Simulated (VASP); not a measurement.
Calculation: PBEsol GGA, VASP's PBE PAW potentials (set 64) (plane waves; VASP).

A VASP calculation is set up with these files.

File KPOINTS:
```
Automatic mesh
0
Gamma
12 12 12
0 0 0
```

POSCAR:
```
AuZn
1
    2.9847921134    -0.0000000000     0.0000000000
   -0.0000000000     2.9847921134    -0.0000000000
    0.0000000000    -0.0000000000     2.9847921134
Zn Au
1 1
Direct
  0.5000000000   0.5000000000   0.5000000000
  0.0000000000   0.0000000000   0.0000000000
```

INCAR:
```
SYSTEM = AuZn
PREC = Accurate
ENCUT = 500
EDIFF = 1E-6
NELM = 100
ALGO = Normal
LREAL = .FALSE.
LASPH = .TRUE.
ISMEAR = 1
SIGMA = 0.1
GGA = PS
LMAXMIX = 6
LWAVE = .FALSE.
LCHARG = .FALSE.
IBRION = 2
ISIF = 3
NSW = 40
EDIFFG = -0.02
PSTRESS = 300
```

POTCAR, in this order: Zn Au (PBE.64 set). Program: vasp_std.

What VASP printed:

### OSZICAR
```
       N       E                     dE             d eps       ncg     rms          rms(c)
DAV:   1     0.121680816658E+03    0.12168E+03   -0.11665E+04  2592   0.202E+03
DAV:   2    -0.254581762484E+01   -0.12423E+03   -0.12038E+03  2583   0.342E+02
DAV:   3    -0.623050231709E+01   -0.36847E+01   -0.36716E+01  3066   0.679E+01
DAV:   4    -0.625220307358E+01   -0.21701E-01   -0.21697E-01  2870   0.445E+00
DAV:   5    -0.625243670597E+01   -0.23363E-03   -0.23363E-03  3255   0.484E-01    0.138E+01
DAV:   6    -0.568406105397E+01    0.56838E+00   -0.16564E+00  2646   0.165E+01    0.798E+00
DAV:   7    -0.563758921899E+01    0.46472E-01   -0.72733E-02  3282   0.492E+00    0.359E+00
DAV:   8    -0.562719400436E+01    0.10395E-01   -0.77326E-03  2891   0.107E+00    0.216E-01
DAV:   9    -0.562720738116E+01   -0.13377E-04   -0.20709E-04  3043   0.258E-01    0.489E-02
DAV:  10    -0.562721703101E+01   -0.96499E-05   -0.11432E-05  3092   0.408E-02    0.226E-02
DAV:  11    -0.562721706399E+01   -0.32979E-07   -0.11043E-06  1673   0.196E-02
   1 F= -.64809311E+00 E0= -.64791904E+00  d E =-.648093E+00
```

File OUTCAR:
```
------------------------ aborting loop because EDIFF is reached ----------------------------------------
  FORCE on cell =-STRESS in cart. coord.  units (eV):
  Direction    XX          YY          ZZ          XY          YZ          ZX
  --------------------------------------------------------------------------------------
  Total        4.9659629      4.9659629      4.9659629     -0.0000000      0.0000000     -0.0000000
  in kB      299.2070270    299.2070270    299.2070270     -0.0000000      0.0000000     -0.0000000
  external PRESSURE =      -0.7929730 kB  Pullay stress =     300.0000000 kB
  volume of cell :       26.59
      direct lattice vectors                 reciprocal lattice vectors
     2.984792113  0.000000000  0.000000000     0.335031708  0.000000000  0.000000000
     0.000000000  2.984792113  0.000000000     0.000000000  0.335031708  0.000000000
     0.000000000  0.000000000  2.984792113     0.000000000  0.000000000  0.335031708
 POSITION                                       TOTAL-FORCE (eV/Angst)
 -----------------------------------------------------------------------------------
      1.49240      1.49240      1.49240         0.000000      0.000000      0.000000
      0.00000      0.00000      0.00000         0.000000      0.000000      0.000000
 -----------------------------------------------------------------------------------
    total drift:                                0.000000      0.000000     -0.000000
  FREE ENERGIE OF THE ION-ELECTRON SYSTEM (eV)
  ---------------------------------------------------
  free  energy   TOTEN  =        -5.6272170640 eV

  energy  without entropy=       -5.6266948346  energy(sigma->0) =       -5.62704299
  enthalpy is  TOTEN    =        -0.6480931122 eV   P V=        4.9791239518

 reached required accuracy - stopping structural energy minimisation
```
(Selected blocks of OUTCAR.)

OUTCAR:
```
 val. band max:        9.0833298605   @ k =   0.3333   0.3333   0.0000

 cond. band min:       9.1445451595   @ k =   0.5000   0.4167   0.2500


 Fermi energy:         9.1343678719

 k-point     1 :       0.0000    0.0000    0.0000
  band No.  band energies     occupation
      1      -3.2148      2.00000
      2      -0.0422      2.00000
      3      -0.0422      2.00000
      4       1.1365      2.00000
      5       1.1365      2.00000
      6       1.1365      2.00000
      7       3.0408      2.00000
      8       3.0408      2.00000
      9       5.0668      2.00000
     10       5.0668      2.00000
     11       5.0668      2.00000
     12      14.2324      0.00000
     13      14.2324      0.00000
     14      14.2324      0.00000
     15      20.0313      0.00000

 k-point     2 :       0.0833    0.0000    0.0000
  band No.  band energies     occupation
      1      -3.0738      2.00000
      2       0.0018      2.00000
      3       0.0148      2.00000
      4       1.1360      2.00000
      5       1.1360      2.00000
      6       1.1536      2.00000
      7       3.0027      2.00000
      8       3.0754      2.00000
      9       4.9321      2.00000
     10       4.9321      2.00000
     11       5.0487      2.00000
     12      13.3226      0.00000
     13      14.5214      0.00000
     14      14.5214      0.00000
     15      20.5367      0.00000

 k-point     3 :       0.1667    0.0000    0.0000
  band No.  band energies     occupation
      1      -2.6611      2.00000
      2       0.1290      2.00000
      3       0.1691      2.00000
      4       1.1365      2.00000
      5       1.1365      2.00000
      6       1.2010      2.00000
      7       2.8914      2.00000
      8       3.1699      2.00000
      9       4.5883      2.00000
     10       4.5883      2.00000
     11       4.9984      2.00000
     12      11.5139      0.00000
     13      15.3274      0.00000
     14      15.3274      0.00000
     15      20.9508      0.00000
...
```

Unless said otherwise, spin-orbit coupling is left out, though it shifts the bands of the heavy elements here.

The compound is AuZn in the CsCl type structure. It was relaxed first under an external pressure of 30 GPa. The electron count is odd and the run is not spin-polarised, which forces a metal.
